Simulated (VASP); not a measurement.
Here is the system:

```xyz
4
Lattice="4.1684 0.0000 0.0000 -2.0842 3.6099 0.0000 0.0000 0.0000 5.8755" Properties=species:S:1:pos:R:3 pbc="T T T"
Mo     0.0000     2.4066     5.7523
Mo     2.0842     1.2033     2.8146
Se     0.0000     2.4066     2.3266
Se     2.0842     1.2033     5.2643
```

These are PBE GGA, VASP's PBE PAW potentials (set 64) (plane waves; VASP) values and carry that method's errors. Numerical set-up: 400 eV cut-off, 10×10×6 Γ-centred mesh, tetrahedra with Blöchl corrections, potentials Mo_sv Se.

For a metal the tetrahedron method with Blöchl corrections gives inexact stress and forces.

Predict the energy per atom (σ→0), largest force, band gap (on the k-mesh) with the smallest direct gap where there is one.

| Item | Value |
|---|---|
| band gap (on the k-mesh) | none (metal, semimetal or under 0.01 eV) |
| energy per atom (σ→0) | -6.671 eV/atom |
| largest force | 0.067 eV/Å |

The structure was generated: MoSe was put into the wurtzite type (P6_3mc), which need not be its known phase. It was relaxed first, which changed the volume by -30 %.
